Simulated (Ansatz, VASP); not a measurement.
## Cross-check of Sc2H2CO2 (Sc2C(OH)2 MXene monolayer) between VASP and Ansatz

One calculation is typed for both programs; each brings its own data sets. How far apart do they land? Of the first pair: The structure shown is the start of the Ansatz relaxation below; VASP solves that cell, so the two are compared at the walk's first step.

Calculated with Ansatz 0.2.0; plane waves, with VASP 6.6.1 beside it; single point at PBE with D3(BJ).

## Step 1: Set-up

The cell holds 7 atoms: 2 H, 2 O, 2 Sc and 1 C. Its edges and angles: a = 3.226 Å, b = 3.226 Å, c = 44.610 Å, α = 90.0°, β = 90.0°, γ = 120.0°. Vacuum lies along c.

## Step 2: Ansatz: relaxation, PBE with D3(BJ)

Ansatz runs on its PAW soft_1 files.

The two programs are compared at the cell with which this relaxation starts, whose forces are those of its first step.

Input file input.yaml:

```yaml
crystal:
  lattice:
    - [3.22608, 0.0, 0.0]
    - [-1.61304, 2.7938672346, 0.0]
    - [0.0, 0.0, 44.6096756128]
  atoms:
    - { symbol: H, position: [0.3333333333, 0.6666666667, 0.4236749033] }
    - { symbol: O, position: [0.3333333333, 0.6666666667, 0.4456432316] }
    - { symbol: Sc, position: [0.6666666667, 0.3333333333, 0.4714652662] }
    - { symbol: C, position: [0.0, 0.0, 0.5] }
    - { symbol: Sc, position: [0.3333333333, 0.6666666667, 0.5285347338] }
    - { symbol: O, position: [0.6666666667, 0.3333333333, 0.5543567684] }
    - { symbol: H, position: [0.6666666667, 0.3333333333, 0.5763250967] }
  periodic: [true, true, false]
kpoints:
  mp_grid: { grid: [12, 12, 1] }
hamiltonian:
  xc: pbe
  dispersion: d3bj
  pseudopotentials: { kind: paw, azcp: { folder: soft_1 } }
scf:
  occupations: { method: fermi_dirac, width: 0.05 }
  convergence: { dr2_threshold: 1.0e-09 }
relax:
  f_tol: 0.004
  max_steps: 90
  cell: {}
output:
  write_potential: true
  write_density: true
  volumetric_format: npy
```

Started as:

```sh
ansatz run input.yaml --threads 2 --pin off --max-ram 3072MiB --backend cpu --events-out ev --progress --plain --runs-dir out
```

Numbers of over 12 decimals in the logs are rounded to 6 here.

Log:

```text
Warning: relax.cell: scf.convergence.dr2_threshold = 1e-9 eV is looser than the 2.47730440478e-10 eV advised for a relaxation that steers and ends on the stress (1e-10 eV for each atom of the cell: 7, times the square of relax.cell.stress_2d_tol = 0.05 N/m over 16.8 Å (the atoms' height at the walk's start and 5 Å past either face), 2.974e-2 GPa, over a crystal's default 0.05). What an SCF threshold leaves in a stress goes as its square root, and in the free energy as the threshold itself, and one threshold admits the most on a small cell: [figures from the program's tests cut] Set scf.convergence.dr2_threshold to 2.47730440478e-10 eV or tighter. [rest of the remark cut]
Engine: ansatz 0.2.0, x86_64-unknown-linux-gnu
Pseudopotentials: kind: paw
Pseudopotential: H, paw, valence charge 1, recommended cutoff 420 eV (normal), soft_1/H.paw.azcp
Pseudopotential: O, paw, valence charge 6, recommended cutoff 420 eV (normal), soft_1/O.paw.azcp
Pseudopotential: Sc, paw, valence charge 11, recommended cutoff 420 eV (normal), soft_1/Sc.paw.azcp
Pseudopotential: C, paw, valence charge 4, recommended cutoff 420 eV (normal), soft_1/C.paw.azcp
Functional definition: PBE
  parameter kappa = 0.804
  parameter beta = 0.066725
  exchange = pbe_x(kappa = kappa, mu = beta*pi^2/3)
  correlation = pbe_c(beta = beta)
Crystal: 7 atoms, lattice volume = 402.078 Å³
Basis set: ecut = 420 eV, 8009 PW (Γ), exchange–correlation on 48×48×600 points (8 copies of the dense FFT grid, shifted against one another)
Bands: 27, of which v1, the nominal top of the filled ones, is band 20 counted from 1 (19 counted from 0)
Symmetry: 12 space group operations
Space group: P-3m1 (ITA 164), of the structure as read, at distance tolerance 7.4e-5 Å
k-points: 19 of 144
Non-local potential: H, projectors of the file, l = 0: 2, l = 1: 1
Non-local potential: O, projectors of the file, l = 0: 2, l = 1: 2, l = 2: 1
Non-local potential: Sc, projectors of the file, l = 0: 3, l = 1: 2, l = 2: 3, l = 3: 1
Non-local potential: C, projectors of the file, l = 0: 2, l = 1: 2, l = 2: 1
PAW form: soft (Blöchl's): semilocal exchange-correlation on the pseudo side does not see the compensation charge
PAW one-centre angular grid: H, 110 points (default); XC on 64 Gauss nodes
PAW one-centre angular grid: O, 110 points (default); XC on 64 Gauss nodes
PAW one-centre angular grid: Sc, 590 points (default); XC on 64 Gauss nodes
PAW one-centre angular grid: C, 110 points (default); XC on 64 Gauss nodes
Initial density: superposition of atomic densities (neutral atoms: chi_scale 0, normalization atom)
Initial wavefunctions: pseudopotential atomic-orbital guess
Functional: x = pbe(κ = 0.804, μ = 0.219515), c = pbe(β = 0.066725)
SCF iter   1: F=—  HF=-5704.571752 eV  |F-HF|=—  |Δ(HF+E_count)|=         —  Δρ=7.01e-2  dr2=3.26e1  ethr=3.10e-3  ⟨swp⟩=10.3  Hψ=3389  notcnv=0
preconditioner: auto → Resta (q_TF=auto, 1.857 Å⁻¹)  ε∞=1.5  [insulator: Δε(μ)=3.345 eV  Ē_g=12.878 eV  σ=0.050 eV  W_gap=1.00  n_scr=26 (ndim 8)  ℏωp=9.1 eV  f_vac=0.785  D(μ)=0.00/eV (n_scr^D=0)  ε∞_Penn≈1.5  vacuum switching on, ρ_ref=1.2e-2 e/Å³]
SCF iter   2: F=—  HF=-5698.351652 eV  |F-HF|=—  |Δ(HF+E_count)|=    6.22e0  Δρ=5.31e-2  dr2=1.56e1  ethr=3.10e-3  ⟨swp⟩=7.3  Hψ=1773  notcnv=0  defer=36
preconditioner: auto → LDOS  [metal: Δε(μ)=0.111 eV  Ē_g=7.416 eV  σ=0.050 eV  W_gap=0.49  n_scr=26 (ndim 8)  ℏωp=8.3 eV  f_vac=0.796  D(μ)=3.12/eV (n_scr^D=16)  β→1.0]
SCF iter   3: F=—  HF=-5696.148063 eV  |F-HF|=—  |Δ(HF+E_count)|=    2.20e0  Δρ=8.99e-3  dr2=1.53e0  ethr=3.10e-3  ⟨swp⟩=5.8  Hψ=1662  notcnv=0  defer=16
SCF iter   4: F=—  HF=-5696.895495 eV  |F-HF|=—  |Δ(HF+E_count)|=   7.47e-1  Δρ=1.94e-2  dr2=3.00e1  ethr=3.10e-3  ⟨swp⟩=10.1  Hψ=2006  notcnv=0  defer=60  recentre
SCF iter   5: F=—  HF=-5695.822043 eV  |F-HF|=—  |Δ(HF+E_count)|=    1.07e0  Δρ=2.66e-3  dr2=3.72e-1  ethr=3.10e-3  ⟨swp⟩=7.7  Hψ=1733  notcnv=0  defer=20
SCF iter   6: F=—  HF=-5695.762590 eV  |F-HF|=—  |Δ(HF+E_count)|=   5.95e-2  Δρ=1.81e-3  dr2=1.85e-1  ethr=9.30e-4  ⟨swp⟩=6.2  Hψ=1203  notcnv=0  defer=42
SCF iter   7: F=—  HF=-5695.743051 eV  |F-HF|=—  |Δ(HF+E_count)|=   1.95e-2  Δρ=1.19e-3  dr2=1.08e-1  ethr=4.64e-4  ⟨swp⟩=4.6  Hψ=807  notcnv=0  defer=44
SCF iter   8: F=—  HF=-5695.720310 eV  |F-HF|=—  |Δ(HF+E_count)|=   2.27e-2  Δρ=4.74e-4  dr2=1.47e-2  ethr=2.69e-4  ⟨swp⟩=5.4  Hψ=1025  notcnv=0  defer=47
[...]
iter 1 solved again at ethr=9.16e-8 eV; its pass at ethr=3.10e-3 eV (dr2=3.66e-5 eV) is discarded
SCF iter   1: F=—  HF=-5695.848568 eV  |F-HF|=—  |Δ(HF+E_count)|=         —  Δρ=7.04e-6  dr2=1.15e-8  ethr=9.16e-8  ⟨swp⟩=5.5  Hψ=5056  notcnv=0
eigensolver tolerance schedule: the retry pair's looser diagonalisation over-reported the residual by 3186.16 of it (diagonalisation noise at 0.10 of the residual, at the tolerance the schedule requests for it); recorded, not acted on — ethr = c·dr2/N_el stays at c = 1.0e-1
preconditioner: auto → Resta (q_TF=auto, 1.847 Å⁻¹)  ε∞=2.1  [insulator: Δε(μ)=0.403 eV  Ē_g=7.678 eV  σ=0.050 eV  W_gap=0.96  n_scr=26 (ndim 8)  ℏωp=8.2 eV  f_vac=0.804  D(μ)=0.02/eV (n_scr^D=0)  ε∞_Penn≈2.1  vacuum switching on, ρ_ref=4.3e-3 e/Å³]
SCF iter   2: F=—  HF=-5695.848477 eV  |F-HF|=—  |Δ(HF+E_count)|=   9.16e-5  Δρ=3.55e-6  dr2=3.11e-9  ethr=2.87e-11  ⟨swp⟩=4.7  Hψ=1488  notcnv=0
iter 3 met the thresholds in force, and the SCF goes on: an eigenvalue changes by 39.64 meV, over its tolerance of 1.20 meV (output.eigenvalues, Limitations)
SCF iter   3: F=-5695.848521 eV  HF=-5695.848507 eV  |F-HF|=1.40e-5  |Δ(HF+E_count)|=   2.97e-5  Δρ=1.54e-6  dr2=7.59e-10  ethr=2.50e-12  ⟨swp⟩=20.4  Hψ=4412  notcnv=0
iter 4 met the thresholds in force, and the SCF goes on: an eigenvalue changes by 14.58 meV, over its tolerance of 1.09 meV (output.eigenvalues, Limitations)
SCF iter   4: F=-5695.848521 eV  HF=-5695.848519 eV  |F-HF|=1.42e-6  |Δ(HF+E_count)|=   1.26e-5  Δρ=4.34e-7  dr2=3.97e-10  ethr=1.90e-12  ⟨swp⟩=12.8  Hψ=3600  notcnv=0
Mixer restart at iter 4: flushing history
SCF iter   5: F=-5695.848521 eV  HF=-5695.848521 eV  |F-HF|=2.35e-9  |Δ(HF+E_count)|=   1.42e-6  Δρ=7.89e-7  dr2=2.69e-9  ethr=1.00e-12  ⟨swp⟩=3.7  Hψ=1088  notcnv=0  κ⁻¹=1.0e0(r=1)
SCF iter   6: F=-5695.848521 eV  HF=-5695.848521 eV  |F-HF|=4.46e-11  |Δ(HF+E_count)|=  5.58e-10  Δρ=1.06e-7  dr2=8.99e-11  ethr=1.00e-12  ⟨swp⟩=9.8  Hψ=3442  notcnv=0
SCF 10 converged in 6 iterations: F = -5695.848521 eV  dr2 = 8.99e-11
relax step  10: F+E_penalty+E_count = -5695.84852055 eV  Δ(F+E_penalty+E_count) = -1.254e-4 eV  max|allowed force component| = 3.405e-3 eV/Å  Δτ_max = 0.0000 Å  P = +0.017 N/m  Ω = 415.053 Å³  fix = [c, alpha, beta]  reactions: c +0.000 N/m  stress off target by 1.71e-2 N/m on what of the cell is left free  SCF on the basis re-selected at this cell (its energy is not comparable with the rows above)  (6 SCF iters)
basis re-selected at this cell: Δ(F+E_penalty+E_count) = -1.254e-4 eV, ΔP = +0.001 N/m vs the last step (what re-selecting the basis moved, of the pressure what is left beyond the Pulay correction that the steps carried, after the strain that the cell walked since its last selection, with what the two solves' SCF thresholds leave and, on support functions, any second-order correction that the steps lacked; it is no m [...]
WARN: The output density's exchange-correlation potential varies sharply where the density is thin. Do not read a vacuum level from v_tot or v_xc, or from such a field of the output density. On a cell that repeats whose density bears no net charge and no dipole along the vacuum's axis use v_es (v_loc + v_h of the components); under efield.dipole_correction with no amplitude use v_es + v_field, which holds any externa [...]
SCF converged after 6 iterations
an eigenvalue changed by more than its tolerance at an iteration that met the thresholds in force, so the SCF went on 2 times, its first undamped step at iteration 4: the last check found none over its tolerance
Free energy (F): -5695.848521 eV
Harris-Foulkes:  -5695.848521 eV  (|F-HF|=4.46e-11)
Internal energy: -5695.848190 eV  (E = F + TS)
E sigma→0 (E₀):  -5695.848356 eV
Entropy (-TS):   -0.000330 eV (-0.047 meV/atom)
Fermi energy:    -1.301450 eV
--- Per-component energies (eV) ---
  E_band       = -756.020356
  E_kinetic    = 868.806498
  E_local      = -142373.081958  (includes V_loc(G=0)·N_el)
  E_nonlocal   = 411.690602
  E_hartree    = 70626.841091
  E_xc         = -382.056193
  E_vxc        = -477.733702  (∫ρ·V_xc dr)
  E_paw        = -2406.885302  (= ΣΔE_a)
  E_vpaw       = -439.383003  (= ΣTr[D̂ρ^β])
  E_aug_tail   = -0.000443  (compensation charges beyond the density's cutoff)
  E_ewald      = 67559.881558
  E_disp       = -1.044043  (pairwise vdW)
  E_smearing   = -0.000330  (= −TS)
  E_closure    = -0.000000  (closes the sum)
  Σ components = -5695.848521   (vs F -5695.848521, Δ=0.00e0)
--- Forces (eV/Å), atoms counted from 1 ---
  atom   1  H     -0.00000000     0.00000000     0.00085301
  atom   2  O     -0.00000000     0.00000000    -0.00280532
  atom   3  Sc     0.00000000    -0.00000000     0.00340541
  atom   4  C     -0.00000000    -0.00000000     0.00000000
  atom   5  Sc     0.00000000     0.00000000    -0.00340541
  atom   6  O      0.00000000    -0.00000000     0.00280532
  atom   7  H      0.00000000    -0.00000000    -0.00085301
  max |Σ_I F_I| component: 9.54e-18 eV/Å
--- 2D stress c σ (N/m, compression-positive) ---
        0.017084       0.000000      -0.000000
        0.000000       0.017084       0.000000
       -0.000000       0.000000       0.000000
  P = ½ c Tr σ = 0.0171 N/m
--- Band table (eV; the first three rows and the last of 19) ---
  k-point 0: bands = [... 16 lower, -5.4898, -3.4076, -1.5309, -1.5309, -1.1270, -0.9856, 0.0725, 0.0837, ... 3 higher]
  k-point 1: bands = [... 16 lower, -5.5005, -3.2866, -1.8465, -1.5930, -0.9615, -0.8969, 0.2033, 0.2089, ... 3 higher]
  k-point 2: bands = [... 16 lower, -5.5316, -3.0449, -2.4442, -1.7255, -0.6243, -0.5882, 0.4808, 0.5876, ... 3 higher]
  k-point 18: bands = [... 16 lower, -6.2059, -3.3924, -3.3924, -2.5465, 1.4883, 1.8006, 1.8006, 2.6135, ... 3 higher]
  the weakly bound empty levels are not read free of the cell's end (no_gap_told)
--- Relaxed structure (8 steps of the walk, 7 accepted, 2 SCFs on fresh bases) ---
  F+E_penalty+E_count = -5695.84852055 eV   max|allowed force component| = 3.405e-3 eV/Å   (the final SCF, on the basis selected at the relaxed cell)
  cell:  # Å, volume = 415.0534 Å³
    - [3.277722, 0, 0]
    - [-1.638861, 2.838591, 0]
    - [0, 0, 44.6096756128]
  atoms:
    - { symbol: H, position: [0.333333, 0.666667, 0.422338] }
    - { symbol: O, position: [0.333333, 0.666667, 0.444018] }
    - { symbol: Sc, position: [0.666667, 0.333333, 0.471734] }
    - { symbol: C, position: [0, 0, 0.5] }
    - { symbol: Sc, position: [0.333333, 0.666667, 0.528266] }
    - { symbol: O, position: [0.666667, 0.333333, 0.555982] }
    - { symbol: H, position: [0.666667, 0.333333, 0.577662] }
```

In the SCF lines HF is the Harris–Foulkes energy and dr2 the Hartree energy of the density residual, in eV; the loop may stop once dr2 is under the threshold and the program's other checks hold. Hψ counts applications of the Hamiltonian.

(Continued in part 2 of 2.)

[Lines on the potential files, build, host, timing and source positions are cut from VASP's logs without a mark.]

[Logs are printed without paths, hosts, clocks, repeated set-up lines and the standing remarks that a program may print on its own settings, such as how far it seeks lower states.]

[Hosts, paths, dates, database ids (printed as entryN), source tags and the programs' standing remarks are cut or masked in the printed files.]
